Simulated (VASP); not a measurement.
A convergence study with VASP on Co (space group P6_3/mmc): one setting is varied, all else stays as given below, so the limit is that of these other settings.

```
Co
1.0
    1.26127    -2.18459     0.00000
    1.26127     2.18459     0.00000
    0.00000     0.00000     4.09035
Co
2
Cartesian
  1.26127   0.72820   1.02259
  1.26128  -0.72820   3.06776
```
Starting moments (μB, in the order of the record's atoms Co Co): 2.0 2.0.

These are LDA (Ceperley-Alder, Perdew-Zunger), VASP's LDA PAW potentials (set 64) (plane waves; VASP) values and carry that method's errors. The tightest run used: 300 eV cut-off, 14×14×8 Γ-centred mesh, Fermi-Dirac smearing of 0.10 eV, potentials Co.

### Question
The settings run are 4×4×2 mesh; 5×5×3 mesh; 6×6×4 mesh; 8×8×4 mesh; 9×9×5 mesh; 11×11×6 mesh; 14×14×8 mesh. From which on does the highest Γ mode stay within 5 cm⁻¹ of the tightest run?

### Answer
From 8×8×4 mesh on: it is off by 3.1 there and by no more than 5 in any finer run, while 6×6×4 mesh is off by 7.9.
```json
[
 {"setting": "4×4×2 mesh", "highest Γ mode (cm⁻¹)": "156.2", "irreducible k-points": "8", "difference judged (cm⁻¹)": "32.5"},
 {"setting": "5×5×3 mesh", "highest Γ mode (cm⁻¹)": "182.5", "irreducible k-points": "10", "difference judged (cm⁻¹)": "6.2"},
 {"setting": "6×6×4 mesh", "highest Γ mode (cm⁻¹)": "180.9", "irreducible k-points": "21", "difference judged (cm⁻¹)": "7.9"},
 {"setting": "8×8×4 mesh", "highest Γ mode (cm⁻¹)": "185.6", "irreducible k-points": "30", "difference judged (cm⁻¹)": "3.1"},
 {"setting": "9×9×5 mesh", "highest Γ mode (cm⁻¹)": "187.8", "irreducible k-points": "36", "difference judged (cm⁻¹)": "1.0"},
 {"setting": "11×11×6 mesh", "highest Γ mode (cm⁻¹)": "190.3", "irreducible k-points": "64", "difference judged (cm⁻¹)": "1.5"},
 {"setting": "14×14×8 mesh", "highest Γ mode (cm⁻¹)": "188.8", "irreducible k-points": "120", "difference judged (cm⁻¹)": "0.0"}
]
```

Left out are rungs that failed or repeat a setting and relaxations that didn't move; long series are thinned to 24 rows.

The structure is a typed Co crystal (space group no. 194). The cell was not relaxed at this level. The spin order is the one that the start imposed; others were not tried in this run.
